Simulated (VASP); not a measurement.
Output of a VASP run:

OUTCAR:
```
 ion  position               nearest neighbor table
   1  0.585  0.415  0.250-   3 2.50   4 2.74   4 2.74   4 2.74   4 2.74   3 2.77   3 2.77   2 2.78
                             2 2.78
   2  0.415  0.585  0.750-   4 2.50   3 2.74   3 2.74   3 2.74   3 2.74   4 2.77   4 2.77   1 2.78
                             1 2.78
   3  0.842  0.158  0.250-   1 2.50   2 2.74   2 2.74   2 2.74   2 2.74   1 2.77   1 2.77   4 3.20
                             4 3.20   4 3.20   4 3.20
   4  0.158  0.842  0.750-   2 2.50   1 2.74   1 2.74   1 2.74   1 2.74   2 2.77   2 2.77   3 3.20
                             3 3.20   3 3.20   3 3.20
  LATTYP: Found a base centered orthorhombic cell.
 ALAT       =     2.8544072628
 B/A-ratio  =     3.4142559703
 C/A-ratio  =     1.5630936085
 Subroutine PRICEL returns:
 Original cell was already a primitive cell.
 Subroutine GETGRP returns: Found  8 space group operations
The static configuration has the point symmetry C_2h.
 The point group associated with its full space group is D_2h.
The dynamic configuration has the point symmetry C_2h.
 Subroutine INISYM returns: Found  8 space group operations
 Subroutine IBZKPT returns following result:
 Found    124 irreducible k-points:

 Following reciprocal coordinates:
            Coordinates               Weight
  0.000000  0.000000  0.000000      1.000000
  0.100000  0.000000  0.000000      4.000000
  0.200000  0.000000  0.000000      4.000000
  0.300000 -0.000000  0.000000      4.000000
  0.400000 -0.000000  0.000000      4.000000
  0.500000 -0.000000  0.000000      2.000000
  0.100000  0.100000  0.000000      2.000000
  0.200000  0.100000  0.000000      4.000000
  0.300000  0.100000  0.000000      4.000000
  0.400000  0.100000  0.000000      4.000000
  0.500000  0.100000  0.000000      4.000000
 -0.400000  0.100000  0.000000      4.000000
 -0.300000  0.100000  0.000000      4.000000
 -0.200000  0.100000  0.000000      4.000000
 -0.100000  0.100000  0.000000      2.000000
  0.200000  0.200000  0.000000      2.000000
  0.300000  0.200000  0.000000      4.000000
  0.400000  0.200000  0.000000      4.000000
  0.500000  0.200000  0.000000      4.000000
 -0.400000  0.200000  0.000000      4.000000
 -0.300000  0.200000  0.000000      4.000000
 -0.200000  0.200000  0.000000      2.000000
  0.300000  0.300000  0.000000      2.000000
  0.400000  0.300000  0.000000      4.000000
  0.500000  0.300000  0.000000      4.000000
 -0.400000  0.300000  0.000000      4.000000
 -0.300000  0.300000  0.000000      2.000000
  0.400000  0.400000  0.000000      2.000000
  0.500000  0.400000  0.000000      4.000000
 -0.400000  0.400000  0.000000      2.000000
  0.500000  0.500000  0.000000      1.000000
  0.000000  0.000000  0.166667      2.000000
  0.100000  0.000000  0.166667      8.000000
  0.200000  0.000000  0.166667      8.000000
  0.300000 -0.000000  0.166667      8.000000
  0.400000 -0.000000  0.166667      8.000000
  0.500000 -0.000000  0.166667      4.000000
  0.100000  0.100000  0.166667      4.000000
  0.200000  0.100000  0.166667      8.000000
  0.300000  0.100000  0.166667      8.000000
   k-points           NKPTS =    124   k-points in BZ     NKDIM =    124   number of bands    NBANDS=     28
   number of dos      NEDOS =    301   number of ions     NIONS =      4
   total plane-waves  NPLWV =  38880
   dimension x,y,z NGX =    36 NGY =   36 NGZ =   30
   dimension x,y,z NGXF=    72 NGYF=   72 NGZF=   60
   ions per type =               2   2
   PREC   = accura    normal or accurate (medium, high low for compatibility)
   ISTART =      0    job   : 0-new  1-cont  2-samecut
   ICHARG =      2    charge: 1-file 2-atom 10-const
   ISPIN  =      1    spin polarized calculation?
   LNONCOLLINEAR =      F non collinear calculations
   LSORBIT =      F    spin-orbit coupling
   INIWAV =      1    electr: 0-lowe 1-rand  2-diag
   ENCUT  =  400.0 eV  29.40 Ry    5.42 a.u.   8.28  8.28  7.28*2*pi/ulx,y,z
   NELM   =    100;   NELMIN=  2; NELMDL= -5     # of ELM steps
...
```

### OSZICAR
```
...
DAV:   1    -0.744033435273E+02   -0.19806E+00   -0.28978E+00  8456   0.222E+01    0.285E+00
DAV:   2    -0.742492786308E+02    0.15406E+00   -0.57838E-01  7452   0.765E+00    0.119E+00
DAV:   3    -0.742244675000E+02    0.24811E-01   -0.47812E-02  8640   0.288E+00    0.639E-01
DAV:   4    -0.742132172271E+02    0.11250E-01   -0.27435E-02  9544   0.175E+00    0.158E-01
DAV:   5    -0.742142982037E+02   -0.10810E-02   -0.37837E-03  8100   0.655E-01    0.107E-01
DAV:   6    -0.742141302520E+02    0.16795E-03   -0.74977E-04  8752   0.385E-01    0.304E-02
DAV:   7    -0.742141385274E+02   -0.82754E-05   -0.33123E-04  7856   0.169E-01    0.166E-02
DAV:   8    -0.742141541339E+02   -0.15606E-04   -0.83024E-05  6392   0.587E-02    0.665E-03
DAV:   9    -0.742141605041E+02   -0.63703E-05   -0.18492E-05  5988   0.309E-02    0.193E-03
DAV:  10    -0.742141615996E+02   -0.10955E-05   -0.20677E-06  5668   0.108E-02    0.721E-04
DAV:  11    -0.742141614727E+02    0.12698E-06   -0.23300E-07  3620   0.480E-03
   3 F= -.74214161E+02 E0= -.74214312E+02  d E =-.865630E-02
       N       E                     dE             d eps       ncg     rms          rms(c)
DAV:   1    -0.742142329097E+02   -0.71310E-04   -0.10777E-03  8508   0.440E-01    0.543E-02
DAV:   2    -0.742141719676E+02    0.60942E-04   -0.20804E-04  7480   0.146E-01    0.233E-02
DAV:   3    -0.742141619723E+02    0.99953E-05   -0.16878E-05  8600   0.542E-02    0.126E-02
DAV:   4    -0.742141564739E+02    0.54984E-05   -0.10086E-05  9408   0.340E-02    0.293E-03
DAV:   5    -0.742141576317E+02   -0.11578E-05   -0.14956E-06  4508   0.140E-02    0.194E-03
DAV:   6    -0.742141588750E+02   -0.12433E-05   -0.36994E-07  3508   0.656E-03    0.497E-04
DAV:   7    -0.742141591049E+02   -0.22995E-06   -0.11138E-07  3508   0.313E-03
   4 F= -.74214159E+02 E0= -.74214309E+02  d E =-.865394E-02
       N       E                     dE             d eps       ncg     rms          rms(c)
DAV:   1    -0.742165869028E+02   -0.24280E-02   -0.74398E-02  7324   0.209E+00    0.273E-01
DAV:   2    -0.742151030193E+02    0.14839E-02   -0.21707E-03  9860   0.599E-01    0.163E-01
DAV:   3    -0.742144554697E+02    0.64755E-03   -0.92637E-04 10360   0.417E-01    0.277E-02
DAV:   4    -0.742145908413E+02   -0.13537E-03   -0.27255E-04  7192   0.132E-01    0.172E-02
DAV:   5    -0.742145982773E+02   -0.74359E-05   -0.25816E-05  7248   0.405E-02    0.110E-02
DAV:   6    -0.742146024099E+02   -0.41327E-05   -0.98563E-06  6296   0.227E-02    0.198E-03
DAV:   7    -0.742146036462E+02   -0.12363E-05   -0.24427E-06  5680   0.104E-02    0.461E-04
DAV:   8    -0.742146036841E+02   -0.37880E-07   -0.19726E-07  3540   0.419E-03
   5 F= -.74214604E+02 E0= -.74214698E+02  d E =-.444579E-03
       N       E                     dE             d eps       ncg     rms          rms(c)
DAV:   1    -0.742154466748E+02   -0.84303E-03   -0.27207E-02  7336   0.127E+00    0.165E-01
DAV:   2    -0.742149058087E+02    0.54087E-03   -0.79267E-04  9824   0.363E-01    0.988E-02
DAV:   3    -0.742146695099E+02    0.23630E-03   -0.33763E-04 10412   0.252E-01    0.167E-02
DAV:   4    -0.742147187233E+02   -0.49213E-04   -0.98621E-05  7192   0.793E-02    0.104E-02
DAV:   5    -0.742147215159E+02   -0.27926E-05   -0.99204E-06  6516   0.250E-02    0.661E-03
DAV:   6    -0.742147232762E+02   -0.17603E-05   -0.38377E-06  6260   0.141E-02    0.118E-03
DAV:   7    -0.742147237359E+02   -0.45967E-06   -0.91571E-07  3924   0.653E-03
   6 F= -.74214724E+02 E0= -.74214787E+02  d E =-.564631E-03
```

**OUTCAR**
```
------------------------ aborting loop because EDIFF is reached ----------------------------------------
  FORCE on cell =-STRESS in cart. coord.  units (eV):
  Direction    XX          YY          ZZ          XY          YZ          ZX
  --------------------------------------------------------------------------------------
  Total        0.0146391      0.0173586     -0.0564516      0.0000000      0.0000000      0.0000000
  in kB        0.3712776      0.4402502     -1.4317317      0.0000000      0.0000000      0.0000000
  external PRESSURE =      -0.2067346 kB  Pullay stress =       0.0000000 kB
  volume of cell :       63.17
      direct lattice vectors                 reciprocal lattice vectors
     1.441211948 -4.900242016  0.000000000     0.346930235 -0.102035777 -0.000000000
     1.441211948  4.900242016 -0.000000000     0.346930235  0.102035777  0.000000000
     0.000000000 -0.000000000  4.472493620     0.000000000  0.000000000  0.223588916
 POSITION                                       TOTAL-FORCE (eV/Angst)
 -----------------------------------------------------------------------------------
      1.44121     -0.83255      1.11812         0.000000      0.010244     -0.000000
      1.44121      0.83255      3.35437         0.000000     -0.010244      0.000000
      1.44121     -3.34758      1.11812         0.000000      0.005733     -0.000000
      1.44121      3.34758      3.35437         0.000000     -0.005733      0.000000
 -----------------------------------------------------------------------------------
    total drift:                                0.000000      0.000000     -0.000000
  FREE ENERGIE OF THE ION-ELECTRON SYSTEM (eV)
  ---------------------------------------------------
  free  energy   TOTEN  =       -74.2147237359 eV

  energy  without entropy=      -74.2149120912  energy(sigma->0) =      -74.21478652

 reached required accuracy - stopping structural energy minimisation
```
(Selected blocks of OUTCAR.)

**POSCAR**
```
GePd
1
    1.4272036314    -4.8728385193     0.0000000000
    1.4272036314     4.8728385193    -0.0000000000
    0.0000000000    -0.0000000000     4.4617057484
Ge Pd
2 2
Direct
  0.5851344495   0.4148655505   0.2500000000
  0.4148655505   0.5851344495   0.7500000000
  0.8417238128   0.1582761872   0.2500000000
  0.1582761872   0.8417238128   0.7500000000
```

Q: Write an INCAR and KPOINTS that could have produced this output.

A: This is not unique; one that fits is the input of the run itself, r2SCAN meta-GGA, plane waves, VASP's PBE PAW potentials (set 64).

INCAR:
```
NELM=100   ! most electronic steps
IBRION=2
LWAVE=F
LREAL=F   ! projection in real space or not
METAGGA=R2SCAN
EDIFFG=-0.02   ! ionic stop
PREC=Accurate
LMAXMIX=4   ! l cut-off of mixed one-centre charges
ALGO=Normal
LMIXTAU=T
SYSTEM=GePd
SIGMA=0.1   ! width (eV)
ISMEAR=1   ! Methfessel-Paxton
NSW=60   ! most ionic steps
ISIF=3   ! ions, shape and volume
LCHARG=F
ENCUT=400
EDIFF=1E-6   ! SCF stop (eV)
LASPH=T   ! aspherical one-centre terms
```

KPOINTS:
```
Automatic mesh
0
Gamma
10 10 6
0 0 0
```

POTCAR, in this order: Ge_d Pd (PBE.64 set). Program: vasp_std.

The structure was generated: GePd was put into the CrB type (Cmcm), which need not be its known phase. This run relaxes it. Symmetry was kept, so distortions that lower it aren't found. The start is the result of an earlier pass.
